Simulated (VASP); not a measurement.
Here is the system:

```yaml
crystal:
  lattice:
    - [3.99702, 0.00000, 0.00000]
    - [0.00000, 3.99702, 0.00000]
    - [0.00000, 0.00000, 3.99702]
  atoms:
    - { symbol: K, position: [0.00000, 0.00000, 0.00000] }
    - { symbol: Zn, position: [0.50000, 0.50000, 0.50000] }
    - { symbol: F, position: [0.50000, 0.00000, 0.50000] }
    - { symbol: F, position: [0.00000, 0.50000, 0.50000] }
    - { symbol: F, position: [0.50000, 0.50000, 0.00000] }
```

Calculation: AM05 GGA, VASP's PBE PAW potentials (set 64) (plane waves; VASP). Numerical set-up: 520 eV cut-off, 6×6×6 Γ-centred mesh, Gaussian smearing of 0.050 eV, potentials K_sv Zn F.

What does the run give for the energy per atom (σ→0), pressure, band gap (on the k-mesh) with the smallest direct gap where there is one?

The band gap (on the k-mesh) comes out as 3.87 eV, the smallest direct gap (on the k-mesh) is 5.95 eV and the energy per atom (σ→0) is -394.3 kJ/mol of atoms. The pressure comes out as 5.51 GPa.

The compound is KZnF3 in the cubic perovskite structure. This cell is one point of a volume scan, at 0.94 of the reference volume.
